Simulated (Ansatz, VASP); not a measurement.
# Cross-check of Fe2O3 (Hematite) between VASP and Ansatz, part 2 of 2

One calculation is typed for both programs; each brings its own data sets. How far apart do they land? The cell is taken from a series of VASP runs on this material, whose earlier steps may have relaxed, scaled or displaced it; both programs get it as it stands. Other levels of theory on this material are compared in a session of their own. Valence electrons are named where the data sets of a main pair hold unlike numbers.

VASP 6.6.1 and Ansatz 0.2.0.

So far: Set-up; Ansatz: band structure, r2SCAN, DFT+U.

In doubt: on Fe and Co compounds r2SCAN can change the orbital order between nearby geometries, unless the shell is half filled (step 2), which bears on forces and vibrations.

**3. VASP: band structure, r2SCAN, DFT+U**

Level of this step: r2SCAN, DFT+U (Fe d 2.6 eV), spin-polarised from an antiferromagnetic start; plane waves and PAW (Fe, O) (VASP).

The same cell, functional, mesh and smearing now go to VASP, with its own data sets.

Lines of VASP's logs that name or quote its potential files are left out, and so is its time.

Input file INCAR:

```
SYSTEM = Fe2O3
PREC = Accurate
ENCUT = 460
EDIFF = 1E-06
NELM = 100
ISMEAR = 0
SIGMA = 0.03
LREAL = .FALSE.
ALGO = Normal
METAGGA = R2SCAN
LASPH = .TRUE.
NBANDS = 63
ISPIN = 2
MAGMOM = 3 -3 3 -3 0 0 0 0 0 0
LDAU = .TRUE.
LDAUTYPE = 2
LDAUL = 2 -1
LDAUU = 2.6 0
LDAUJ = 0 0
LDAUPRINT = 1
LMAXMIX = 4
LORBIT = 11
LWAVE = .FALSE.
LCHARG = .FALSE.
KPAR = 8
```

Input file POSCAR:

```
Fe2O3
1.0
    2.5190000000      1.4543453281      4.5906666667
   -2.5190000000      1.4543453281      4.5906666667
    0.0000000000     -2.9086906562      4.5906666667
Fe O
4 6
Direct
    0.3553000000      0.3553000000      0.3553000000
    0.1447000000      0.1447000000      0.1447000000
    0.6447000000      0.6447000000      0.6447000000
    0.8553000000      0.8553000000      0.8553000000
    0.5559000000      0.2500000000      0.9441000000
    0.2500000000      0.9441000000      0.5559000000
    0.9441000000      0.5559000000      0.2500000000
    0.4441000000      0.7500000000      0.0559000000
    0.7500000000      0.0559000000      0.4441000000
    0.0559000000      0.4441000000      0.7500000000
```

Input file KPOINTS:

```
Automatic mesh
0
Gamma
6 6 6
0 0 0
```

Input file KPOINTS_OPT:

```
Line mode
8
Line-mode
Reciprocal
  0.00000000   0.00000000   0.00000000 GAMMA
  0.50000000   0.00000000   0.00000000 L

  0.50000000   0.00000000   0.00000000 L
  0.50000000   0.23357686  -0.23357686 B1

  0.76642314   0.50000000   0.23357686 B
  0.50000000   0.50000000   0.50000000 Z

  0.50000000   0.50000000   0.50000000 Z
  0.00000000   0.00000000   0.00000000 GAMMA

  0.00000000   0.00000000   0.00000000 GAMMA
  0.36678843   0.00000000  -0.36678843 X

  0.63321157   0.36678843   0.00000000 Q
  0.50000000   0.50000000   0.00000000 F

  0.50000000   0.50000000   0.00000000 F
  0.63321157   0.63321157   0.23357686 P1

  0.63321157   0.63321157   0.23357686 P1
  0.50000000   0.50000000   0.50000000 Z

  0.50000000   0.00000000   0.00000000 L
  0.76642314   0.36678843   0.36678843 P
```

Potentials, in the order of the species: Fe and O (PBE family, release 64).

Launch:

```
$ mpirun -np 8 vasp_std
```

Numbers of over 12 decimals in the logs are rounded to 6 here.

Log:

```text
[banner, memory and clock lines left out]
running    8 mpi-ranks, on    1 nodes
 distrk:  each k-point on    1 cores,    8 groups
 distr:  one band on    1 cores,    1 groups

 POSCAR found type information on POSCAR FeO
 POSCAR found :  2 types and      10 ions
|                                                                             |
|           W    W    AA    RRRRR   N    N  II  N    N   GGGG   !!!           |
|           W    W   A  A   R    R  NN   N  II  NN   N  G    G  !!!           |
|           W    W  A    A  R    R  N N  N  II  N N  N  G       !!!           |
|           W WW W  AAAAAA  RRRRR   N  N N  II  N  N N  G  GGG   !            |
|           WW  WW  A    A  R   R   N   NN  II  N   NN  G    G                |
|           W    W  A    A  R    R  N    N  II  N    N   GGGG   !!!           |
|                                                                             |
|     For optimal performance we recommend to set                             |
|       NCORE = 2 up to number-of-cores-per-socket                            |
|     NCORE specifies how many cores store one orbital (NPAR=cpu/NCORE).      |
|     This setting can greatly improve the performance of VASP for DFT.       |
|     The default, NCORE=1 might be grossly inefficient on modern             |
|     multi-core architectures or massively parallel machines. Do your        |
|     Unfortunately you need to use the default for GW and RPA                |
|     calculations (for HF NCORE is supported but not extensively tested      |
|     yet).                                                                   |
|                                                                             |

|                                                                             |
|               ----> ADVICE to this user running VASP <----                  |
|                                                                             |
|     You enforced a specific xc type in the INCAR file but a different       |
|     [... a line on the potential file left out ...]
|     I HOPE YOU KNOW WHAT YOU ARE DOING!                                     |
|                                                                             |

 LDA part: xc-table for (None), standard interpolation
 POSCAR, INCAR and KPOINTS ok, starting setup
 FFT: planning ... GRIDC
 FFT: planning ... GRID_SOFT
 FFT: planning ... GRID
 WAVECAR not read
 entering main loop
       N       E                     dE             d eps       ncg     rms          rms(c)
DAV:   1     0.719863247000E+03    0.71986E+03   -0.27251E+04  8072   0.119E+03
DAV:   2    -0.198178464398E+02   -0.73968E+03   -0.65278E+03  8171   0.348E+02
DAV:   3    -0.137592699592E+03   -0.11777E+03   -0.10941E+03  8861   0.154E+02
DAV:   4    -0.142466805088E+03   -0.48741E+01   -0.48221E+01  9553   0.350E+01
DAV:   5    -0.142545563386E+03   -0.78758E-01   -0.78735E-01  9189   0.458E+00    0.528E+01
DAV:   6    -0.107124146596E+03    0.35421E+02   -0.87446E+01 11669   0.117E+02    0.733E+01
DAV:   7    -0.106078334329E+03    0.10458E+01   -0.25196E+01  9709   0.591E+01    0.344E+01
DAV:   8    -0.106144500634E+03   -0.66166E-01   -0.25448E+00 11291   0.178E+01    0.252E+01
DAV:   9    -0.106213896328E+03   -0.69396E-01   -0.84230E-01 12526   0.156E+01    0.653E+00
DAV:  10    -0.106174190117E+03    0.39706E-01   -0.63800E-01  9248   0.150E+01    0.169E+00
DAV:  11    -0.106178497778E+03   -0.43077E-02   -0.10440E-01 11184   0.264E+00    0.851E-01
DAV:  12    -0.106179693667E+03   -0.11959E-02   -0.12124E-02  9429   0.715E-01    0.228E-01
DAV:  13    -0.106181001782E+03   -0.13081E-02   -0.25643E-03 12278   0.421E-01    0.578E-01
DAV:  14    -0.106180015750E+03    0.98603E-03   -0.26014E-03  9644   0.105E+00    0.215E-01
DAV:  15    -0.106179944029E+03    0.71721E-04   -0.40661E-04 10480   0.197E-01    0.850E-02
DAV:  16    -0.106179912474E+03    0.31555E-04   -0.40157E-05  9434   0.139E-01    0.327E-02
DAV:  17    -0.106179918013E+03   -0.55388E-05   -0.25228E-05  9941   0.344E-02    0.137E-02
DAV:  18    -0.106179915879E+03    0.21342E-05   -0.22294E-06  8364   0.188E-02    0.488E-03
DAV:  19    -0.106179915932E+03   -0.52497E-07   -0.16620E-06  5633   0.705E-03
   1 F= -.10617992E+03 E0= -.10617992E+03  d E =-.307134E-13  mag=     0.0000
 Start KPOINTS_OPT (optional k-point list driver)
k-point batch [1-32\72]
       N       E                     dE             ncg
DAV:   1     0.175654228160E+05   -0.20286E+05     8080
DAV:   2    -0.350719945519E+04   -0.21073E+05     8080
DAV:   3    -0.702449476009E+04   -0.35173E+04     9005
DAV:   4    -0.717283837190E+04   -0.14834E+03     9585
DAV:   5    -0.717470006831E+04   -0.18617E+01     8859
DAV:   6    -0.717474253602E+04   -0.42468E-01     9670
DAV:   7    -0.717474402428E+04   -0.14883E-02     9006
DAV:   8    -0.717474408922E+04   -0.64936E-04     9751
DAV:   9    -0.717474409175E+04   -0.25301E-05     5938
DAV:  10    -0.717474409222E+04   -0.47658E-06     5449
[...]
k-point batch [65-72\72]
       N       E                     dE             ncg
DAV:   1     0.457179988489E+05   -0.87789E+04     2024
DAV:   2     0.404328982911E+05   -0.52851E+04     2024
DAV:   3     0.395444094380E+05   -0.88849E+03     2211
DAV:   4     0.395060188978E+05   -0.38391E+02     2456
DAV:   5     0.395055229806E+05   -0.49592E+00     2236
DAV:   6     0.395055118666E+05   -0.11114E-01     2457
DAV:   7     0.395055114875E+05   -0.37911E-03     2251
DAV:   8     0.395055114713E+05   -0.16146E-04     2514
DAV:   9     0.395055114707E+05   -0.62944E-06     1511
```

OUTCAR, selected parts (step 3):

```text
ion  position               nearest neighbor table
   1  0.355  0.355  0.355-   9 1.95  10 1.95   8 1.95   7 2.12   5 2.12   6 2.12   2 2.90   3 2.97
                             3 2.97   3 2.97
   2  0.145  0.145  0.145-   8 1.95  10 1.95   9 1.95   7 2.12   5 2.12   6 2.12   1 2.90   4 2.97
                             4 2.97   4 2.97
   3  0.645  0.645  0.645-   6 1.95   7 1.95   5 1.95  10 2.12   9 2.12   8 2.12   4 2.90   1 2.97
                             1 2.97   1 2.97
   4  0.855  0.855  0.855-   5 1.95   7 1.95   6 1.95  10 2.12   9 2.12   8 2.12   3 2.90   2 2.97
                             2 2.97   2 2.97
   5  0.556  0.250  0.944-   4 1.95   3 1.95   1 2.12   2 2.12
   6  0.250  0.944  0.556-   3 1.95   4 1.95   1 2.12   2 2.12
   7  0.944  0.556  0.250-   3 1.95   4 1.95   1 2.12   2 2.12
   8  0.444  0.750  0.056-   2 1.95   1 1.95   3 2.12   4 2.12
   9  0.750  0.056  0.444-   1 1.95   2 1.95   3 2.12   4 2.12
  10  0.056  0.444  0.750-   1 1.95   2 1.95   3 2.12   4 2.12

  LATTYP: Found a trigonal (rhomboedric) cell.
 ALAT       =     5.4345838643
 COS(alpha) =     0.5703114900

 Subroutine GETGRP returns: Found 12 space group operations
 (whereof  6 operations were pure point group operations)

The static configuration has the point symmetry S_6 .
 The point group associated with its full space group is D_3d.

 Found     32 irreducible k-points:

   k-points           NKPTS =     32   k-points in BZ     NKDIM =     32   number of bands    NBANDS=     63

   dimension x,y,z NGX =    40 NGY =   40 NGZ =   40
   dimension x,y,z NGXF=    80 NGYF=   80 NGZF=   80

   ENCUT  =  460.0 eV  33.81 Ry    5.81 a.u.   9.50  9.50  9.50*2*pi/ulx,y,z

   NELECT =      68.0000    total number of electrons

 k-points in reciprocal lattice and weights: Automatic mesh
   0.00000000  0.00000000  0.00000000       0.005
   0.16666667  0.00000000 -0.00000000       0.028
   0.33333333  0.00000000  0.00000000       0.028
   0.50000000  0.00000000 -0.00000000       0.014
   0.16666667  0.16666667 -0.00000000       0.028
   0.33333333  0.16666667 -0.00000000       0.056
   0.50000000  0.16666667  0.00000000       0.056
  -0.33333333  0.16666667 -0.00000000       0.056
  -0.16666667  0.16666667  0.00000000       0.028
[...]
-0.33333333  0.50000000  0.33333333       0.028
   0.50000000  0.50000000  0.50000000       0.005

atom =   1  type =  1  l = 2

 onsite density matrix

spin component  1

  0.9955 -0.0263 -0.0000 -0.0043 -0.0000
 -0.0263  1.0092 -0.0000  0.0000 -0.0043
 -0.0000 -0.0000  0.9783  0.0000  0.0000
 -0.0043  0.0000  0.0000  1.0092  0.0263
 -0.0000 -0.0043  0.0000  0.0263  0.9955

spin component  2

  0.1644 -0.0918  0.0000 -0.0152 -0.0000
 -0.0918  0.2028 -0.0000 -0.0000 -0.0152
  0.0000 -0.0000  0.0916  0.0000  0.0000
 -0.0152 -0.0000  0.0000  0.2028  0.0918
 -0.0000 -0.0152  0.0000  0.0918  0.1644

 occupancies and eigenvectors

  o =  0.0887  v =  0.0000  0.0000  0.0000  0.0000  0.0000 -0.1264  0.0001 -0.0000 -0.6316  0.7649      0.0000  0.0000  0.0000  0.0000  0.0000  0.0000  0.0000  0.0000  0.0000  0.0000
  o =  0.0887  v =  0.0000  0.0000  0.0000  0.0000  0.0000 -0.7649 -0.6316  0.0000 -0.0001 -0.1264      0.0000  0.0000  0.0000  0.0000  0.0000  0.0000  0.0000  0.0000  0.0000  0.0000
  o =  0.0916  v =  0.0000  0.0000  0.0000  0.0000  0.0000  0.0000 -0.0000 -1.0000  0.0000 -0.0000      0.0000  0.0000  0.0000  0.0000  0.0000  0.0000  0.0000  0.0000  0.0000  0.0000
  o =  0.2786  v =  0.0000  0.0000  0.0000  0.0000  0.0000  0.1030  0.0001 -0.0000 -0.7753 -0.6231      0.0000  0.0000  0.0000  0.0000  0.0000  0.0000  0.0000  0.0000  0.0000  0.0000
  o =  0.2786  v =  0.0000  0.0000  0.0000  0.0000  0.0000 -0.6231  0.7753 -0.0000  0.0001 -0.1030      0.0000  0.0000  0.0000  0.0000  0.0000  0.0000  0.0000  0.0000  0.0000  0.0000
[...]
o =  0.9749  v =  0.0000  0.0000  0.0000  0.0000  0.0000 -0.1284 -0.0000  0.0000 -0.6128 -0.7797      0.0000  0.0000  0.0000  0.0000  0.0000  0.0000  0.0000  0.0000  0.0000  0.0000
  o =  0.9749  v =  0.0000  0.0000  0.0000  0.0000  0.0000 -0.7797  0.6128 -0.0000 -0.0000  0.1284      0.0000  0.0000  0.0000  0.0000  0.0000  0.0000  0.0000  0.0000  0.0000  0.0000
  o =  0.9783  v =  0.0000  0.0000  0.0000  0.0000  0.0000 -0.0000 -0.0000 -1.0000 -0.0000 -0.0000      0.0000  0.0000  0.0000  0.0000  0.0000  0.0000  0.0000  0.0000  0.0000  0.0000
  o =  1.0299  v =  0.0000  0.0000  0.0000  0.0000  0.0000  0.0996 -0.0000  0.0000 -0.7902  0.6047      0.0000  0.0000  0.0000  0.0000  0.0000  0.0000  0.0000  0.0000  0.0000  0.0000
  o =  1.0299  v =  0.0000  0.0000  0.0000  0.0000  0.0000 -0.6047 -0.7902  0.0000  0.0000  0.0996      0.0000  0.0000  0.0000  0.0000  0.0000  0.0000  0.0000  0.0000  0.0000  0.0000

 average (electrostatic) potential at core
       1 -52.4315       2 -52.4315       3 -52.4314       4 -52.4314       5 -74.3614
       6 -74.3614       7 -74.3614       8 -74.3614       9 -74.3614      10 -74.3614

 E-fermi :   3.2719

 spin component 1
 k-point     1 :       0.0000    0.0000    0.0000
  band No.  band energies     occupation
    ...
     30       2.3570      1.00000
     31       2.6941      1.00000
     32       2.6941      1.00000
     33       2.7747      1.00000
     34       2.7747      1.00000
     35       5.8709      0.00000
     36       6.0917      0.00000
     37       6.0917      0.00000
     38       6.2469      0.00000
     39       6.3015      0.00000
    ...

 k-point     2 :       0.1667    0.0000   -0.0000
  band No.  band energies     occupation
    ...
     30       2.0144      1.00000
     31       2.3927      1.00000
     32       2.4472      1.00000
     33       2.8320      1.00000
     34       3.0143      1.00000
     35       5.8478      0.00000
     36       5.9750      0.00000
     37       6.0702      0.00000
     38       6.2636      0.00000
     39       6.3258      0.00000
    ...

 k-point     3 :       0.3333    0.0000    0.0000
  band No.  band energies     occupation
    ...
     30       1.8380      1.00000
     31       2.2643      1.00000
     32       2.2908      1.00000
     33       2.8907      1.00000
     34       2.9695      1.00000
     35       5.7893      0.00000
     36       5.7979      0.00000
     37       6.0590      0.00000
     38       6.1771      0.00000
     39       6.3567      0.00000
    ...

 k-point     4 :       0.5000    0.0000   -0.0000
  band No.  band energies     occupation
    ...
     30       2.0977      1.00000
     31       2.2728      1.00000
     32       2.3552      1.00000
     33       2.7512      1.00000
     34       2.9356      1.00000
     35       5.6999      0.00000
     36       5.7477      0.00000
     37       6.0621      0.00000
     38       6.1442      0.00000
     39       6.3643      0.00000
    ...

 k-point     5 :       0.1667    0.1667   -0.0000
  band No.  band energies     occupation
    ...
     30       2.0322      1.00000
     31       2.2126      1.00000
     32       2.5593      1.00000
     33       2.8197      1.00000
     34       2.9578      1.00000
     35       5.8452      0.00000
     36       5.9643      0.00000
     37       6.0825      0.00000
     38       6.2861      0.00000
     39       6.2945      0.00000
    ...

 k-point     6 :       0.3333    0.1667   -0.0000
  band No.  band energies     occupation
    ...
     30       1.6588      1.00000
     31       2.1888      1.00000
     32       2.2412      1.00000
     33       2.9011      1.00000
     34       3.0297      1.00000
     35       5.7728      0.00000
     36       5.9147      0.00000
     37       6.0688      0.00000
     38       6.2389      0.00000
     39       6.3259      0.00000
    ...

  Total       -1.3783708     -1.3783708     -1.6336422      0.0000000     -0.0000000      0.0000000
  in kB      -21.8853719    -21.8853719    -25.9384971      0.0000000     -0.0000000      0.0000000
  external PRESSURE =     -23.2364137 kB  Pullay stress =       0.0000000 kB

  energy-cutoff  :      460.00
  volume of cell :      100.91
      direct lattice vectors                 reciprocal lattice vectors
     2.519000000  1.454345328  4.590666667     0.198491465  0.114599101  0.072611095
    -2.519000000  1.454345328  4.590666667    -0.198491465  0.114599101  0.072611095
     0.000000000 -2.908690656  4.590666667     0.000000000 -0.229198201  0.072611095

 POSITION                                       TOTAL-FORCE (eV/Angst)
 -----------------------------------------------------------------------------------
      0.00000      0.00000      4.89319         0.000000     -0.000000     -0.173081
      0.00000      0.00000      1.99281         0.000000     -0.000000      0.173081
      0.00000      0.00000      8.87881         0.000000      0.000000      0.173081
      0.00000      0.00000     11.77919         0.000000     -0.000000     -0.173081
      0.77056     -1.57404      8.03367        -0.017006     -0.029456     -0.000000
     -1.74844      0.11969      8.03367        -0.017006      0.029456     -0.000000
      0.97788      1.45435      8.03367         0.034012     -0.000000     -0.000000
     -0.77056      1.57404      5.73833         0.017006      0.029456     -0.000000
      1.74844     -0.11969      5.73833         0.017006     -0.029456     -0.000000
     -0.97788     -1.45435      5.73833        -0.034012     -0.000000     -0.000000
 -----------------------------------------------------------------------------------
    total drift:                               -0.000000      0.000000     -0.000000

  FREE ENERGIE OF THE ION-ELECTRON SYSTEM (eV)
  ---------------------------------------------------
  free  energy   TOTEN  =      -106.1799159316 eV

  energy  without entropy=     -106.1799159316  energy(sigma->0) =     -106.17991593

 total charge
# of ion       s       p       d       tot
------------------------------------------
    1        0.376   0.559   5.789   6.724
    2        0.376   0.559   5.789   6.724
    3        0.376   0.559   5.789   6.724
    4        0.376   0.559   5.789   6.724
    5        1.576   3.508   0.000   5.084
    6        1.576   3.508   0.000   5.084
    7        1.576   3.508   0.000   5.084
    8        1.576   3.508   0.000   5.084
    9        1.576   3.508   0.000   5.084
   10        1.576   3.508   0.000   5.084
--------------------------------------------------
tot         10.959  23.287  23.155  57.400

 magnetization (x)
# of ion       s       p       d       tot
------------------------------------------
    1        0.015   0.014   4.160   4.189
    2       -0.015  -0.014  -4.160  -4.189
    3        0.015   0.014   4.160   4.189
    4       -0.015  -0.014  -4.160  -4.189
    5        0.000   0.000   0.000   0.000
    6        0.000   0.000   0.000   0.000
    7        0.000   0.000   0.000   0.000
    8        0.000   0.000   0.000   0.000
    9        0.000   0.000   0.000   0.000
   10        0.000   0.000   0.000   0.000
--------------------------------------------------
tot          0.000   0.000   0.000   0.000

[... 2 further parts left out ...]
```

The magnetic state follows from one typed start and may not be the lowest. The PAW data sets were made with PBE, which is usual practice but a small mismatch for other functionals.

**4. Side by side**

Known differences besides the potentials themselves: U acts on the PAW sphere in VASP and on atomic orbitals in Ansatz, so only states and trends compare; VASP keeps PBE cores, Ansatz makes them for the functional; the data sets hold 100 valence electrons in Ansatz (on its default PAW (the set named soft_2) files) and 68 in VASP; the cutoff is 500 eV in Ansatz and 460 eV in VASP; site moments are counted in spheres of each program's own size. Total energies have different zeros and are not compared.

The two programs side by side:

| quantity | Ansatz | VASP | difference |
| --- | --- | --- | --- |
| pressure (GPa) | 1.22 | -2.32 | +3.55 |
| pressure without Ansatz's Pulay correction (GPa) | 1.00 | -2.32 | +3.32 |
| moment on Fe1 (μB) | 3.89 | 4.19 | -0.30 |
| moment on Fe2 (μB) | -3.89 | -4.19 | +0.30 |
| moment on Fe3 (μB) | 3.89 | 4.19 | -0.30 |
| moment on Fe4 (μB) | -3.89 | -4.19 | +0.30 |

Forces (eV/Å; atoms numbered as in POSCAR):

```
atom         Ansatz x, y, z           VASP x, y, z
 Fe1   0.000, 0.000, -0.061   0.000, 0.000, -0.173
 Fe2    0.000, 0.000, 0.061    0.000, 0.000, 0.173
 Fe3    0.000, 0.000, 0.061    0.000, 0.000, 0.173
 Fe4   0.000, 0.000, -0.061   0.000, 0.000, -0.173
  O5  -0.021, -0.037, 0.000  -0.017, -0.029, 0.000
  O6   -0.021, 0.037, 0.000   -0.017, 0.029, 0.000
  O7    0.043, 0.000, 0.000    0.034, 0.000, 0.000
  O8    0.021, 0.037, 0.000    0.017, 0.029, 0.000
  O9   0.021, -0.037, 0.000   0.017, -0.029, 0.000
 O10   -0.043, 0.000, 0.000   -0.034, 0.000, 0.000
```

The forces differ by 41 meV/Å r.m.s., which is 63.0 % of the r.m.s. force of 0.065 eV/Å (both taken over all components). Ansatz's pressure holds a Pulay correction of 0.22 GPa; VASP's holds none.

**5. What came out**

```
difference in moment on Fe1 (band structure, r2SCAN, DFT+U) : -0.30 μB
r.m.s. force difference (band structure, r2SCAN, DFT+U)     : 41 meV/Å
difference in pressure (band structure, r2SCAN, DFT+U)      : 3.5 GPa
```

What this shows: The difference in pressure is 3.5 GPa (band structure, r2SCAN, DFT+U). The data sets hold unlike numbers of valence electrons (100 in Ansatz and 68 in VASP), so part of the differences comes from the potentials. 9 further runs of this series are not shown here. How closely two codes agree says nothing of how well the functional describes the real material.

[Lines on the potential files, build, host, timing and source positions are cut from VASP's logs without a mark.]

[Logs are printed without paths, hosts, clocks, repeated set-up lines and the standing remarks that a program may print on its own settings, such as how far it seeks lower states.]

[Hosts, paths, dates, database ids (printed as entryN), source tags and the programs' standing remarks are cut or masked in the printed files.]
